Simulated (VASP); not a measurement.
Write the native input for VASP 6.6.1 that does the following.

```yaml
Task: electric field gradients
Functional: LDA
Potentials_or_basis: VASP PAW LDA potentials, release 64 (Sr_sv_GW, Ni_sv_GW, Mg_sv_GW)
Cutoff: 600 eV
k_mesh: 6 × 5 × 5
Occupations: methfessel-paxton, width 0.1 eV
Spin: collinear spin, ferromagnetic start
Starting_moments: "[0.0, 1.0, 0.0, 0.0, 0.0, 0.0, 0.0, 0.0] μB"
Hubbard_terms: Ni d U = 5.3 eV
Further_INCAR_settings: ALGO = Normal; EDIFF = 1e-08
```

The structure of SrMg6Ni lies in POSCAR:

```
SrMg6Ni
1.0
    4.4852480000      0.0000000000      0.0000000000
    0.0000000000      3.1281750000      7.1187980000
    0.0000000000     -3.1281750000      7.1187980000
Sr Ni Mg
1 1 6
Direct
    0.5000000000      0.7182430000      0.7182430000
    0.0000000000      0.8957990000      0.8957990000
    0.5000000000      0.1335570000      0.1335570000
    0.5000000000      0.1652130000      0.6793490000
    0.5000000000      0.6793490000      0.1652130000
    0.0000000000      0.3051920000      0.3051920000
    0.0000000000      0.3049440000      0.7977040000
    0.0000000000      0.7977040000      0.3049440000
```

The cell comes from a database or a generator and needn't be the stable form of this composition.

One way to write it, as run:

INCAR

```
SYSTEM = SrMg6Ni
  ALGO = Normal
  EDIFF = 1E-8
  ENCUT = 600
  ISIF = 2
  ISMEAR = 1
  ISPIN = 2
  LASPH = .TRUE.
  LCHARG = .FALSE.
  LDAU = .TRUE.
  LDAUJ = 0 0 0
  LDAUL = -1 2 -1
  LDAUPRINT = 1
  LDAUTYPE = 2
  LDAUU = 0 5.3 0
  LEFG = .TRUE.
  LMAXMIX = 4
  LORBIT = 11
  LREAL = .FALSE.
  LWAVE = .FALSE.
  MAGMOM = 0 1 0 0 0 0 0 0
  NELM = 120
  PREC = Accurate
  SIGMA = 0.1
```

KPOINTS

```
k-points
0
G
  6 5 5
  0 0 0
```

Potentials or basis: VASP PAW LDA potentials, release 64 (Sr_sv_GW, Ni_sv_GW, Mg_sv_GW).

Launch:

```sh
$ cat potpaw_LDA.64/Sr_sv_GW/POTCAR potpaw_LDA.64/Ni_sv_GW/POTCAR potpaw_LDA.64/Mg_sv_GW/POTCAR > POTCAR
$ mpirun -np 1 vasp_std > vasp.out
```

It gave:

```
Pressure                                              : -3.2 GPa
Largest force                                         : 0.205 eV/Å
Band gap on the k mesh                                : none (metal or under the smearing width)
Net moment                                            : 0.00 μB per cell
Valence electrons inside the program's atomic spheres : Sr 8.61; Ni 16.41; Mg 8.28, 8.26, 8.21, 8.27
```

Caveat: the U is typed as a test and isn't derived for this compound.

Wall time 20 min on 1 thread of Intel(R) Xeon(R) 6975P-C (Granite Rapids), with other jobs on the host, peak memory 0.87 GiB.
